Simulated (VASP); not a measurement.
Given:

```xyz
1
Lattice="-1.6077 1.6077 1.6077 1.6077 -1.6077 1.6077 1.6077 1.6077 -1.6077" Properties=species:S:1:pos:R:3 pbc="T T T"
W      0.0000     0.0000     0.0000
```

The numbers are results of SCAN meta-GGA, VASP's PBE PAW potentials (set 64) (plane waves; VASP), not measurements. Numerical set-up: 520 eV cut-off, 16×16×16 Γ-centred mesh, first-order Methfessel-Paxton smearing of 0.10 eV, potentials W_sv.

Problem. Give the stress tensor in GPa (positive for a compressed cell).

Solution. 
```
-17.27    0.00    0.00
  0.00  -17.27    0.00
  0.00    0.00  -17.27
```
The pressure is its mean diagonal, -17.27 GPa.

The compound is W in the bcc structure. This cell is one point of a volume scan, at 1.06 of the reference volume.
